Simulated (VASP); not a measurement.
Level of theory: r2SCAN meta-GGA, VASP's PBE PAW potentials (set 64) (plane waves; VASP).

Input for VASP

**KPOINTS**
```
Automatic mesh
0
Gamma
7 7 7
0 0 0
```

**POSCAR**
```
SrTiO3
1
    3.8332717505     0.0000000000     0.0000000000
    0.0000000000     3.8332717505     0.0000000000
    0.0000000000     0.0000000000     3.8332717505
Sr Ti O
1 1 3
Direct
  0.0000000000   0.0000000000   0.0000000000
  0.5000000000   0.5000000000   0.5000000000
  0.5000000000   0.0000000000   0.5000000000
  0.0000000000   0.5000000000   0.5000000000
  0.5000000000   0.5000000000   0.0000000000
```

### INCAR
```
SYSTEM = SrTiO3
PREC = Accurate
ENCUT = 520
EDIFF = 1E-7
NELM = 100
ALGO = Normal
LREAL = .FALSE.
LASPH = .TRUE.
ISMEAR = 0
SIGMA = 0.05
METAGGA = R2SCAN
LMIXTAU = .TRUE.
LMAXMIX = 4
LWAVE = .FALSE.
LCHARG = .FALSE.
ISIF = 2
```

POTCAR, in this order: Sr_sv Ti_sv O (PBE.64 set). Program: vasp_std.

Output of the run:

OSZICAR:
```
       N       E                     dE             d eps       ncg     rms          rms(c)
DAV:   1     0.439233039091E+03    0.43923E+03   -0.22441E+04   960   0.192E+03
DAV:   2    -0.388116328357E+02   -0.47804E+03   -0.46912E+03  1144   0.520E+02
DAV:   3    -0.836504117231E+02   -0.44839E+02   -0.44491E+02  1392   0.153E+02
DAV:   4    -0.857950513649E+02   -0.21446E+01   -0.21435E+01  1384   0.292E+01
DAV:   5    -0.858461734428E+02   -0.51122E-01   -0.51117E-01  1376   0.395E+00    0.301E+01
DAV:   6    -0.630884700087E+02    0.22758E+02   -0.43417E+01  1448   0.810E+01    0.155E+01
DAV:   7    -0.624989610522E+02    0.58951E+00   -0.42766E+00  1184   0.146E+01    0.780E+00
DAV:   8    -0.665230046588E+02   -0.40240E+01   -0.13296E+00  1200   0.120E+01    0.269E+00
DAV:   9    -0.620935621773E+02    0.44294E+01   -0.11515E+00  1088   0.993E+00    0.146E+00
DAV:  10    -0.628829664433E+02   -0.78940E+00   -0.27191E-01  1224   0.458E+00    0.109E+00
DAV:  11    -0.628963096632E+02   -0.13343E-01   -0.74120E-03  1440   0.661E-01    0.114E+00
DAV:  12    -0.629481942052E+02   -0.51885E-01   -0.45508E-03  1048   0.493E-01    0.837E-01
DAV:  13    -0.631816281135E+02   -0.23343E+00   -0.83789E-02   984   0.313E+00    0.362E-01
DAV:  14    -0.631820241205E+02   -0.39601E-03   -0.47692E-03  1160   0.640E-01    0.348E-01
DAV:  15    -0.631834022995E+02   -0.13782E-02   -0.16180E-03   976   0.371E-01    0.420E-01
DAV:  16    -0.631831742258E+02    0.22807E-03   -0.36377E-04  1280   0.235E-01    0.301E-01
DAV:  17    -0.631833708642E+02   -0.19664E-03   -0.44090E-03  1048   0.527E-01    0.300E-01
DAV:  18    -0.631833176007E+02    0.53264E-04   -0.35712E-04  1480   0.155E-01    0.260E-01
DAV:  19    -0.631832557049E+02    0.61896E-04   -0.41004E-04  1136   0.168E-01    0.134E-01
DAV:  20    -0.631834160845E+02   -0.16038E-03   -0.23951E-04  1248   0.144E-01    0.695E-02
DAV:  21    -0.631834096274E+02    0.64571E-05   -0.31788E-05  1336   0.482E-02    0.554E-02
DAV:  22    -0.631834062874E+02    0.33400E-05   -0.42765E-06  1400   0.156E-02    0.465E-02
DAV:  23    -0.631833995149E+02    0.67724E-05   -0.47522E-05  1472   0.527E-02    0.157E-02
DAV:  24    -0.631834010580E+02   -0.15430E-05   -0.36829E-06  1344   0.144E-02    0.112E-02
DAV:  25    -0.631834025505E+02   -0.14926E-05   -0.40059E-07   840   0.708E-03    0.692E-03
DAV:  26    -0.631834031556E+02   -0.60504E-06   -0.14034E-07   632   0.314E-03    0.543E-03
DAV:  27    -0.631834034071E+02   -0.25156E-06   -0.24656E-07  1008   0.581E-03    0.305E-03
DAV:  28    -0.631834038057E+02   -0.39859E-06   -0.14758E-07   512   0.343E-03    0.859E-04
DAV:  29    -0.631834038569E+02   -0.51185E-07   -0.62239E-08   504   0.177E-03
   1 F= -.63183404E+02 E0= -.63183404E+02  d E =-.288518E-20
```

### OUTCAR
```
------------------------ aborting loop because EDIFF is reached ----------------------------------------
  FORCE on cell =-STRESS in cart. coord.  units (eV):
  Direction    XX          YY          ZZ          XY          YZ          ZX
  --------------------------------------------------------------------------------------
  Total        4.6981681      4.6981681      4.6981681      0.0000000      0.0000000      0.0000000
  in kB      133.6381054    133.6381054    133.6381054      0.0000000      0.0000000      0.0000000
  external PRESSURE =     133.6381054 kB  Pullay stress =       0.0000000 kB
  volume of cell :       56.33
      direct lattice vectors                 reciprocal lattice vectors
     3.833271750  0.000000000  0.000000000     0.260873756  0.000000000  0.000000000
     0.000000000  3.833271750  0.000000000     0.000000000  0.260873756  0.000000000
     0.000000000  0.000000000  3.833271750     0.000000000  0.000000000  0.260873756
 POSITION                                       TOTAL-FORCE (eV/Angst)
 -----------------------------------------------------------------------------------
      0.00000      0.00000      0.00000         0.000000      0.000000      0.000000
      1.91664      1.91664      1.91664         0.000000      0.000000      0.000000
      1.91664      0.00000      1.91664         0.000000      0.000000      0.000000
      0.00000      1.91664      1.91664         0.000000      0.000000      0.000000
      1.91664      1.91664      0.00000         0.000000      0.000000      0.000000
 -----------------------------------------------------------------------------------
    total drift:                                0.000000      0.000000     -0.000000
  FREE ENERGIE OF THE ION-ELECTRON SYSTEM (eV)
  ---------------------------------------------------
  free  energy   TOTEN  =       -63.1834038569 eV

  energy  without entropy=      -63.1834038569  energy(sigma->0) =      -63.18340386
```
(Selected blocks of OUTCAR.)

The compound is SrTiO3 in the cubic perovskite structure, the ideal cubic form; the compound distorts at low or room temperature. This cell is one point of a volume scan, at 0.94 of the reference volume.
